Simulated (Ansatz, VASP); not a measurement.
## SbAs in two plane-wave programs

Wanted: the spread between two codes on one cell, functional and k mesh. The cell is generated by rule, not measured, and may not be a known phase. The cell is taken from a series of runs on this material, whose earlier steps may have relaxed, scaled, displaced or heated it; both programs get it as it stands.

Calculated with Ansatz 0.2.0; plane waves, with VASP 6.6.1 beside it; single point at LDA.

The structure was built from a prototype and need not be the compound's stable phase.

## 1. Set-up

The structure is hexagonal, space group P6_3mc (No. 186). Conventional cell: a = 4.814 Å, b = 4.814 Å, c = 5.773 Å, α = 90.00°, β = 90.00°, γ = 120.00°. Nearest to Sb lie 5 As at 2.78 to 2.95 Å. Nearest to As lie 5 Sb at 2.78 to 2.95 Å. Farther neighbours are not listed.

## 2. Ansatz: single point, LDA, pair 1

Ansatz runs on its default PAW (the set named soft_2) files.

With cell and atoms fixed, the geometry can't cause a difference; cores, projectors, grids and the points listed under the comparison can.

Contents of input.yaml:

```yaml
crystal:
  lattice:
    - [4.8143036723, 0.0, 0.0]
    - [-2.4071518361, 4.1693092817, 0.0]
    - [0.0, 0.0, 5.7732547121]
  atoms:
    - { symbol: Sb, position: [0.3333333333, 0.6666666667, 0.2542632583] }
    - { symbol: Sb, position: [0.6666666667, 0.3333333333, 0.7542632583] }
    - { symbol: As, position: [0.6666666667, 0.3333333333, 0.2430714992] }
    - { symbol: As, position: [0.3333333333, 0.6666666667, 0.7430714992] }
kpoints:
  mp_grid: { grid: [12, 12, 6] }
hamiltonian:
  xc: lda
scf:
  occupations: { method: methfessel_paxton, width: 0.2 }
output:
  forces: true
  stress: true
  eigenvalues: true
```

Started as:

```sh
$ ansatz run input.yaml --threads 4 --pin off --max-ram 7168MiB --backend cpu --events-out ev --progress --plain --runs-dir out
```

Numbers of over 12 decimals in the logs are rounded to 6 here.

The program printed:

```text
Engine: ansatz 0.2.0, x86_64-unknown-linux-gnu
Pseudopotentials: kind: paw
Pseudopotential: Sb, paw, valence charge 15, recommended cutoff 420 eV (normal), Sb.paw.azcp
Pseudopotential: As, paw, valence charge 15, recommended cutoff 420 eV (normal), As.paw.azcp
Functional definition: SPW92
  exchange = slater_x
  correlation = pw_c
Crystal: 4 atoms, lattice volume = 115.883 Å³
Basis set: ecut = 420 eV, 2239 PW (Γ)
Bands: 36, of which v1, the nominal top of the filled ones, is band 30 counted from 1 (29 counted from 0)
Symmetry: 12 space group operations
Space group: P63mc (ITA 186), of the structure as read, at distance tolerance 4.9e-5 Å
k-points: 76 of 864 (time reversal used)
Non-local potential: Sb, projectors of the file, l = 0: 2, l = 1: 2, l = 2: 2, l = 3: 2
Non-local potential: As, projectors of the file, l = 0: 2, l = 1: 2, l = 2: 3, l = 3: 1
PAW form: soft (Blöchl's): semilocal exchange-correlation on the pseudo side does not see the compensation charge
PAW frozen core: Sb, regenerated for the run's functional, and the local potential with it (the file was generated under x = pbe(κ = 0.804, μ = 0.219515), c = pbe(β = 0.066725))
PAW frozen core: As, regenerated for the run's functional, and the local potential with it (the file was generated under x = pbe(κ = 0.804, μ = 0.219515), c = pbe(β = 0.066725))
PAW one-centre angular grid: Sb, 590 points (default); XC on 64 Gauss nodes
PAW one-centre angular grid: As, 590 points (default); XC on 64 Gauss nodes
Initial density: superposition of atomic densities (neutral atoms: chi_scale 0, normalization atom), corrected by the library's trained network
Initial wavefunctions: pseudopotential atomic-orbital guess
Functional: x = slater, c = lda
SCF iter   1: F=—  HF=-22218.102675 eV  |F-HF|=—  |Δ(HF+E_count)|=         —  Δρ=5.61e-3  dr2=1.98e-2  ethr=1.77e-3  ⟨swp⟩=6.1  Hψ=10567  notcnv=0
preconditioner: auto → LDOS  [metal: Δε(μ)=0.014 eV  Ē_g=8.425 eV  σ=0.200 eV  W_gap=0.06  n_scr=22 (ndim 8)  ℏωp=15.4 eV  f_vac=0.112  D(μ)=1.86/eV (n_scr^D=8)  β→1.0]
SCF iter   2: F=—  HF=-22218.092789 eV  |F-HF|=—  |Δ(HF+E_count)|=   9.89e-3  S|Δr|=    0.00e0  Δρ=8.60e-4  dr2=7.55e-4  ethr=3.29e-5  ⟨swp⟩=2.7  Hψ=5890  notcnv=0
SCF iter   3: F=—  HF=-22218.092433 eV  |F-HF|=—  |Δ(HF+E_count)|=   3.56e-4  S|Δr|=    0.00e0  Δρ=4.76e-4  dr2=1.82e-4  ethr=1.26e-6  ⟨swp⟩=2.0  Hψ=5009  notcnv=0
SCF iter   4: F=—  HF=-22218.092274 eV  |F-HF|=—  |Δ(HF+E_count)|=   1.59e-4  S|Δr|=    0.00e0  Δρ=1.77e-4  dr2=2.46e-5  ethr=3.04e-7  ⟨swp⟩=2.0  Hψ=4979  notcnv=0
SCF iter   5: F=—  HF=-22218.092265 eV  |F-HF|=—  |Δ(HF+E_count)|=   9.35e-6  S|Δr|=    0.00e0  Δρ=3.47e-5  dr2=2.14e-6  ethr=4.10e-8  ⟨swp⟩=2.0  Hψ=4220  notcnv=0
SCF iter   6: F=—  HF=-22218.092264 eV  |F-HF|=—  |Δ(HF+E_count)|=   1.30e-6  S|Δr|=    0.00e0  Δρ=6.83e-6  dr2=1.06e-7  ethr=3.57e-9  ⟨swp⟩=2.0  Hψ=4980  notcnv=0
SCF iter   7: F=-22218.092263 eV  HF=-22218.092263 eV  |F-HF|=3.33e-9  |Δ(HF+E_count)|=   3.73e-8  S|Δr|=    0.00e0  Δρ=1.75e-6  dr2=4.43e-9  ethr=1.67e-10  ⟨swp⟩=7.2  Hψ=10553  notcnv=0
SCF 1 converged in 7 iterations: F = -22218.092263 eV  dr2 = 4.43e-9
  greatest PAW one-centre occupation: 0.999 electrons in one spin orbital (limit 2), on the As atom at site 3 (counted from 0), in its partial waves of l = 2
SCF converged after 7 iterations
Stability not checked: this state was not tested for a lower state beside it, because cold or Methfessel-Paxton smearing, or corrected tetrahedra, fill the levels in a way that the test cannot read (fill_not_monotonic; see scf.lower_state_search)
Free energy (F): -22218.092263 eV
Harris-Foulkes:  -22218.092263 eV  (|F-HF|=3.33e-9)
Internal energy: -22218.096328 eV  (E = F + TS)
E sigma→0 (E₀):  -22218.093280 eV
Entropy (-TS):   0.004065 eV (1.016 meV/atom)
Fermi energy:    8.549550 eV
--- Per-component energies (eV) ---
  E_band       = -915.520966
  E_kinetic    = 623.840595
  E_local      = -7502.959699  (includes V_loc(G=0)·N_el)
  E_nonlocal   = -599.229776
  E_hartree    = 3724.594493
  E_xc         = -434.209142
  E_vxc        = -354.308913  (∫ρ·V_xc dr)
  E_paw        = -12357.790920  (= ΣΔE_a)
  E_vpaw       = -532.051087  (= ΣTr[D̂ρ^β])
  E_aug_tail   = 0.000014  (compensation charges beyond the density's cutoff)
  E_ewald      = -5677.609999
  E_core_change = 5.268107  (= ΣΔE_core)
  E_smearing   = 0.004065  (= −TS)
  E_closure    = 0.000000  (closes the sum)
  Σ components = -22218.092263   (vs F -22218.092263, Δ=0.00e0)
--- Forces (eV/Å), atoms counted from 1 ---
  atom   1  Sb    -0.00000000     0.00000000     0.14759714
  atom   2  Sb     0.00000000    -0.00000000     0.14759714
  atom   3  As     0.00000000     0.00000000    -0.14759172
  atom   4  As    -0.00000000     0.00000000    -0.14759172
  max |Σ_I F_I| component: 1.09e-5 eV/Å
--- Stress (GPa, compression-positive) ---
       -0.020911       0.000000       0.000000
        0.000000      -0.020911      -0.000000
        0.000000       0.000000       0.293198
  P = ⅓ Tr σ = 0.0838 GPa (0.838 kbar)
--- Band table (eV; the first three rows and the last of 76) ---
  k-point 0: bands = [... 26 lower, 4.2952, 6.4050, 6.4545, 6.4545, 8.3700, 8.3700, 10.9030, 10.9030, ... 2 higher]
  k-point 1: bands = [... 26 lower, 4.4009, 6.2449, 6.2449, 7.1503, 8.4697, 8.4697, 10.5995, 10.5995, ... 2 higher]
  k-point 2: bands = [... 26 lower, 4.7081, 5.7451, 5.7451, 8.4473, 8.7821, 8.7821, 9.0967, 9.9534, ... 2 higher]
  k-point 75: bands = [... 26 lower, 7.4796, 7.4796, 8.3478, 8.3478, 9.0243, 9.0243, 9.3293, 9.3293, ... 2 higher]
```

In the SCF lines HF is the Harris–Foulkes energy and dr2 the Hartree energy of the density residual, in eV; the loop may stop once dr2 is under the threshold and the program's other checks hold. Hψ counts applications of the Hamiltonian.

The run ends at a pressure of 0.08 GPa, with forces up to 0.15 eV/Å.

## 3. VASP: single point, LDA, pair 1

The same cell, functional (in two slightly different forms), mesh and smearing now go to VASP, with its own data sets.

Lines of VASP's logs that name or quote its potential files are left out, and so is its time.

Contents of INCAR:

```
SYSTEM = SbAs
PREC = Accurate
ENCUT = 500
EDIFF = 1E-06
NELM = 120
ISMEAR = 1
SIGMA = 0.2
LREAL = .FALSE.
ALGO = Normal
GGA = PW92
NBANDS = 16
LORBIT = 11
LWAVE = .FALSE.
LCHARG = .FALSE.
ISIF = 2
LASPH = .TRUE.
GGA_COMPAT = .FALSE.
KPAR = 2
```

Contents of POSCAR:

```
SbAs
1.0
    4.8143036723      0.0000000000      0.0000000000
   -2.4071518361      4.1693092817      0.0000000000
    0.0000000000      0.0000000000      5.7732547121
Sb As
2 2
Direct
    0.3333333334      0.6666666668      0.2542632583
    0.6666666668      0.3333333334      0.7542632583
    0.6666666668      0.3333333334      0.2430714992
    0.3333333334      0.6666666668      0.7430714992
```

Contents of KPOINTS:

```
Automatic mesh
0
Gamma
12 12 6
0 0 0
```

The projector-augmented-wave data sets are Sb and As (LDA family, release 64).

Started as:

```sh
$ mpirun -np 2 vasp_std
```

The program printed:

```text
[banner, memory and clock lines left out]
running    2 mpi-ranks, on    1 nodes
 distrk:  each k-point on    1 cores,    2 groups
 distr:  one band on    1 cores,    1 groups

 POSCAR found type information on POSCAR SbAs
 POSCAR found :  2 types and       4 ions
|                                                                             |
|               ----> ADVICE to this user running VASP <----                  |
|                                                                             |
|     You enforced a specific xc type in the INCAR file but a different       |
|     [... a line on the potential file left out ...]
|     I HOPE YOU KNOW WHAT YOU ARE DOING!                                     |
|                                                                             |

 LDA part: xc-table for (Slater(with rela. corr.)+PW92), standard interpolation
 POSCAR, INCAR and KPOINTS ok, starting setup
 FFT: planning ... GRIDC
 FFT: planning ... GRID_SOFT
 FFT: planning ... GRID
 WAVECAR not read
 entering main loop
       N       E                     dE             d eps       ncg     rms          rms(c)
DAV:   1     0.921026273358E+02    0.92103E+02   -0.70265E+03  2432   0.971E+02
DAV:   2    -0.125412050851E+02   -0.10464E+03   -0.10151E+03  3336   0.162E+02
DAV:   3    -0.196570487360E+02   -0.71158E+01   -0.70537E+01  3296   0.484E+01
DAV:   4    -0.197432776712E+02   -0.86229E-01   -0.86143E-01  2784   0.617E+00
DAV:   5    -0.197446671430E+02   -0.13895E-02   -0.13893E-02  3320   0.816E-01    0.478E+00
DAV:   6    -0.195465036383E+02    0.19816E+00   -0.43392E-01  2856   0.271E+00    0.296E+00
DAV:   7    -0.195253670429E+02    0.21137E-01   -0.75381E-02  3000   0.134E+00    0.947E-01
DAV:   8    -0.195201919871E+02    0.51751E-02   -0.81873E-03  3016   0.442E-01    0.183E-01
DAV:   9    -0.195199755361E+02    0.21645E-03   -0.13503E-03  3024   0.208E-01    0.749E-02
DAV:  10    -0.195199891024E+02   -0.13566E-04   -0.60457E-05  2880   0.448E-02    0.372E-02
DAV:  11    -0.195200019044E+02   -0.12802E-04   -0.32540E-05  3032   0.258E-02    0.645E-03
   1 F= -.19520001E+02 E0= -.19521492E+02  d E =0.447482E-02
```

From OUTCAR (step 3):

```text
ion  position               nearest neighbor table
   1  0.333  0.667  0.254-   3 2.78   3 2.78   3 2.78   4 2.82   4 2.95
   2  0.667  0.333  0.754-   4 2.78   4 2.78   4 2.78   3 2.82   3 2.95
   3  0.667  0.333  0.243-   1 2.78   1 2.78   1 2.78   2 2.82   2 2.95
   4  0.333  0.667  0.743-   2 2.78   2 2.78   2 2.78   1 2.82   1 2.95

  LATTYP: Found a hexagonal cell.
 ALAT       =     4.8143036723
 C/A-ratio  =     1.1991879003

 Subroutine GETGRP returns: Found 12 space group operations
 (whereof  6 operations were pure point group operations)

The static configuration has the point symmetry C_3v.
 The point group associated with its full space group is C_6v.

 Found     76 irreducible k-points:

   k-points           NKPTS =     76   k-points in BZ     NKDIM =     76   number of bands    NBANDS=     16

   dimension x,y,z NGX =    36 NGY =   36 NGZ =   42
   dimension x,y,z NGXF=    72 NGYF=   72 NGZF=   84

   ENCUT  =  500.0 eV  36.75 Ry    6.06 a.u.   8.78  8.78 10.53*2*pi/ulx,y,z

   NELECT =      20.0000    total number of electrons

 k-points in reciprocal lattice and weights: Automatic mesh
   0.00000000  0.00000000  0.00000000       0.001
   0.08333333  0.00000000  0.00000000       0.007
   0.16666667 -0.00000000  0.00000000       0.007
   0.25000000 -0.00000000  0.00000000       0.007
   0.33333333 -0.00000000  0.00000000       0.007
   0.41666667  0.00000000  0.00000000       0.007
   0.50000000 -0.00000000  0.00000000       0.003
   0.08333333  0.08333333  0.00000000       0.007
   0.16666667  0.08333333  0.00000000       0.014
[...]
0.33333333  0.25000000  0.50000000       0.014
   0.33333333  0.33333333  0.50000000       0.002

 average (electrostatic) potential at core
       1 -88.7856       2 -88.7856       3 -53.1118       4 -53.1118

 E-fermi :   5.3353

 k-point     1 :       0.0000    0.0000    0.0000
  band No.  band energies     occupation
    ...
      8       3.1826      2.00000
      9       3.2322      2.00000
     10       3.2322      2.00000
     11       5.1460      2.03727
     12       5.1460      2.03727
     13       7.6779     -0.00000
     14       7.6779     -0.00000
     15       9.1047     -0.00000
     16       9.1718     -0.00000

 k-point     2 :       0.0833    0.0000    0.0000
  band No.  band energies     occupation
    ...
      8       3.0790      2.00000
      9       3.1696      2.00000
     10       3.4719      2.00000
     11       5.1050      2.06907
     12       5.3188      1.13851
     13       7.6776     -0.00000
     14       7.8400     -0.00000
     15       9.1837     -0.00000
     16       9.3877      0.00000

 k-point     3 :       0.1667   -0.0000    0.0000
  band No.  band energies     occupation
    ...
      7       1.6360      2.00000
      8       2.7957      2.00000
      9       3.0105      2.00000
     10       3.9772      2.00000
     11       5.1091      2.06783
     12       5.7958     -0.00534
     13       7.7432     -0.00000
     14       8.2864     -0.00000
     15       9.2344     -0.00000
     16       9.8225      0.00000

  Total        0.1340440      0.1340440      0.3069790      0.0000000      0.0000000      0.0000000
  in kB        1.8532736      1.8532736      4.2442493      0.0000000      0.0000000      0.0000000
  external PRESSURE =       2.6502655 kB  Pullay stress =       0.0000000 kB

  energy-cutoff  :      500.00
  volume of cell :      115.88
      direct lattice vectors                 reciprocal lattice vectors
     4.814303672  0.000000000  0.000000000     0.207714359  0.119923941  0.000000000
    -2.407151836  4.169309282  0.000000000     0.000000000  0.239847882  0.000000000
     0.000000000  0.000000000  5.773254712     0.000000000  0.000000000  0.173212520

 POSITION                                       TOTAL-FORCE (eV/Angst)
 -----------------------------------------------------------------------------------
      0.00000      2.77954      1.46793         0.000000      0.000000      0.136502
      2.40715      1.38977      4.35455        -0.000000      0.000000      0.136502
      2.40715      1.38977      1.40331        -0.000000      0.000000     -0.136502
      0.00000      2.77954      4.28994         0.000000      0.000000     -0.136502
 -----------------------------------------------------------------------------------
    total drift:                                0.000000     -0.000000      0.000095

  FREE ENERGIE OF THE ION-ELECTRON SYSTEM (eV)
  ---------------------------------------------------
  free  energy   TOTEN  =       -19.5200005018 eV

  energy  without entropy=      -19.5244753265  energy(sigma->0) =      -19.52149211

 total charge
# of ion       s       p       d       tot
------------------------------------------
    1        1.246   1.107   0.048   2.401
    2        1.246   1.107   0.048   2.401
    3        1.312   1.384   0.037   2.733
    4        1.312   1.384   0.037   2.733
--------------------------------------------------
tot          5.115   4.983   0.169  10.267

[... 3 further parts left out ...]
```

The run ends at a pressure of 0.27 GPa, with forces up to 0.14 eV/Å.

## 4. Differences

Known differences besides the potentials themselves: the data sets hold 60 valence electrons in Ansatz (on its default PAW (the set named soft_2) files) and 20 in VASP; the cutoff is 420 eV in Ansatz and 500 eV in VASP; VASP's log shows a relativistic correction to its local exchange, Ansatz's none. Total energies have different zeros and are not compared.

Compared:

```csv
quantity,Ansatz,VASP,difference
pressure (GPa),0.08,0.27,-0.18
```

Forces (eV/Å; atoms numbered as in POSCAR):

```csv
atom,"Ansatz x, y, z","VASP x, y, z"
Sb1,"0.000, 0.000, 0.148","0.000, 0.000, 0.137"
Sb2,"0.000, 0.000, 0.148","0.000, 0.000, 0.137"
As3,"0.000, 0.000, -0.148","0.000, 0.000, -0.137"
As4,"0.000, 0.000, -0.148","0.000, 0.000, -0.137"
```

The forces differ by 6.4 meV/Å r.m.s., which is 8.1 % of the r.m.s. force of 0.079 eV/Å (both taken over all components).

## 5. VASP: single point, LDA, pair 2

A single point gives forces, pressure and levels at one fixed geometry, so differences don't come from the geometry; what else differs is listed under the comparison.

INCAR is that of step 3.

Contents of POSCAR:

```
SbAs
1.0
    4.8143036723      0.0000000000      0.0000000000
   -2.4071518361      4.1693092817      0.0000000000
    0.0000000000      0.0000000000      5.7732547121
Sb As
2 2
Direct
    0.3333333334      0.6666666668      0.2585265166
    0.6666666668      0.3333333334      0.7585265166
    0.6666666668      0.3333333334      0.2361429984
    0.3333333334      0.6666666668      0.7361429984
```

KPOINTS is that of step 3.

Started as:

```sh
$ mpirun -np 2 vasp_std
```

The program printed:

```text
[banner, memory and clock lines left out]
running    2 mpi-ranks, on    1 nodes
[...]
[... a notice as in an earlier step ...]

 LDA part: xc-table for (Slater(with rela. corr.)+PW92), standard interpolation
 POSCAR, INCAR and KPOINTS ok, starting setup
[...]
entering main loop
       N       E                     dE             d eps       ncg     rms          rms(c)
DAV:   1     0.922199975353E+02    0.92220E+02   -0.70281E+03  2432   0.971E+02
DAV:   2    -0.125510118896E+02   -0.10477E+03   -0.10160E+03  3336   0.162E+02
DAV:   3    -0.196762615227E+02   -0.71252E+01   -0.70679E+01  3280   0.485E+01
DAV:   4    -0.197625576115E+02   -0.86296E-01   -0.86210E-01  2888   0.618E+00
[...]
DAV:  11    -0.195403367861E+02   -0.12221E-04   -0.31267E-05  2984   0.255E-02    0.636E-03
DAV:  12    -0.195403353788E+02    0.14073E-05   -0.57238E-06  2768   0.129E-02    0.460E-03
DAV:  13    -0.195403354426E+02   -0.63839E-07   -0.84434E-07  1656   0.477E-03
   1 F= -.19540335E+02 E0= -.19541558E+02  d E =0.366680E-02
```

Parts of OUTCAR (step 5):

```text
  Total        0.2121106      0.2121106      0.7193305      0.0000000      0.0000000      0.0000000
  in kB        2.9326126      2.9326126      9.9453647      0.0000000      0.0000000      0.0000000
  external PRESSURE =       5.2701966 kB  Pullay stress =       0.0000000 kB

 POSITION                                       TOTAL-FORCE (eV/Angst)
 -----------------------------------------------------------------------------------
      0.00000      2.77954      1.49254        -0.000000     -0.000000      0.159791
      2.40715      1.38977      4.37917         0.000000      0.000000      0.159791
      2.40715      1.38977      1.36331        -0.000000      0.000000     -0.159791
      0.00000      2.77954      4.24994         0.000000      0.000000     -0.159791
 -----------------------------------------------------------------------------------
    total drift:                               -0.000000     -0.000000     -0.000071

  FREE ENERGIE OF THE ION-ELECTRON SYSTEM (eV)
  ---------------------------------------------------
  free  energy   TOTEN  =       -19.5403354426 eV

  energy  without entropy=      -19.5440022465  energy(sigma->0) =      -19.54155771

[... 2 parts as in an earlier step ...]

[... 1 further part left out ...]
[key lines of the parts left out:]
E-fermi :   5.3376
```

The run ends at a pressure of 0.53 GPa, with forces up to 0.16 eV/Å.

## 6. Ansatz: single point, LDA, pair 2

The same cell, functional (in two slightly different forms), mesh and smearing now go to Ansatz, which takes its cutoff from its data sets.

The cell is taken from a series of runs on this material, whose earlier steps may have relaxed, scaled, displaced or heated it; both programs get it as it stands.

input.yaml, the sections that differ from step 2:

```yaml
crystal:
  lattice:
    - [4.8143036723, 0.0, 0.0]
    - [-2.4071518361, 4.1693092817, 0.0]
    - [0.0, 0.0, 5.7732547121]
  atoms:
    - { symbol: Sb, position: [0.3333333333, 0.6666666667, 0.2585265166] }
    - { symbol: Sb, position: [0.6666666667, 0.3333333333, 0.7585265166] }
    - { symbol: As, position: [0.6666666667, 0.3333333333, 0.2361429984] }
    - { symbol: As, position: [0.3333333333, 0.6666666667, 0.7361429984] }
# kpoints, hamiltonian, scf, output: as in step 2
```

Started as:

```sh
$ ansatz run input.yaml --threads 4 --pin off --max-ram 7168MiB --backend cpu --events-out ev --progress --plain --runs-dir out
```

The program printed:

```text
[...]
Crystal: 4 atoms, lattice volume = 115.883 Å³
Basis set: ecut = 420 eV, 2239 PW (Γ)
Bands: 36, of which v1, the nominal top of the filled ones, is band 30 counted from 1 (29 counted from 0)
Symmetry: 12 space group operations
[...]
k-points: 76 of 864 (time reversal used)
[...]
k-point 0: bands = [... 26 lower, 4.2922, 6.3557, 6.4730, 6.4730, 8.3506, 8.3506, 10.9156, 10.9156, ... 2 higher]
  k-point 1: bands = [... 26 lower, 4.3983, 6.2585, 6.2585, 7.0977, 8.4558, 8.4558, 10.6095, 10.6095, ... 2 higher]
  k-point 2: bands = [... 26 lower, 4.7067, 5.7511, 5.7511, 8.2883, 8.7767, 8.7767, 9.2694, 9.9590, ... 2 higher]
  k-point 75: bands = [... 26 lower, 7.3020, 7.3020, 8.5368, 8.5368, 8.9061, 8.9061, 9.4534, 9.4534, ... 2 higher]
[key lines of the parts left out:]
SCF converged after 6 iterations
Free energy (F): -22218.114778 eV
Fermi energy:    8.551592 eV
P = ⅓ Tr σ = 0.3329 GPa (3.329 kbar)
```

The run ends at a pressure of 0.33 GPa, with forces up to 0.18 eV/Å.

(Part 1 of 2 ends here.)

[Lines on the potential files, build, host, timing and source positions are cut from VASP's logs without a mark.]

[Logs are printed without paths, hosts, clocks, repeated set-up lines and the standing remarks that a program may print on its own settings, such as how far it seeks lower states.]

[Hosts, paths, dates, database ids (printed as entryN), source tags and the programs' standing remarks are cut or masked in the printed files.]
